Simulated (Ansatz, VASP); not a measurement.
One calculation of Ca2Ta3O, two programs

```
Ca Ta O
1.0
     3.52700    0.00000    0.00000
     0.00000    3.52700    0.00000
     0.00000    0.00000    8.59774
Ca Ta O
2 3 1
Direct
  0.00000 0.00000 0.00948
  0.50000 0.50000 0.49382
  0.00000 0.00000 0.67095
  0.00000 0.00000 0.32576
  0.50000 0.50000 0.83418
  0.50000 0.50000 0.16581
```

Change from the starting cell: species swapped into the Dy2CuAg3 type (P4mm, No. 99).

Alike in both runs: task single point; functional PBE; k mesh 6 × 6 × 2; occupations gaussian, width 0.1 eV; no spin polarisation.

|  | VASP | Ansatz |
| --- | --- | --- |
| version | VASP 6.6.1 | Ansatz 0.2.0 |
| potentials or method | VASP PAW PBE potentials, release 64 (Ca_sv, Ta_pv, O) | scalar-relativistic, plane waves, PAW |
| plane-wave cutoff (eV) | 520 | 420 |
| valence electrons in the cell | 59 | 65 |

|  | VASP | Ansatz | Ansatz less VASP |
| --- | --- | --- | --- |
| gap on the k mesh at the Fermi level (eV) | none | none | - |
| pressure (GPa) | 8.8 | 8.6 | -0.18 |
| largest component of the traceless stress (GPa) | 5.75 | 5.72 | -0.034 |
| rms of the force components (eV/Å) | 0.976 | 0.976 | -0.0002 |

Atom by atom the forces differ by 0.003 eV/Å (rms over components). A gap of «none» marks a metal or a gap that the smearing closes. The two sets of potentials don't hold the same shells in valence.

Caveats: the k mesh is coarse (spacing up to 0.37 Å⁻¹), so the values aren't converged; an odd number of electrons without spin polarisation forces a metal; a magnetic or distorted state may lie lower. Spin-orbit coupling is left out, which matters for the levels of Ta.
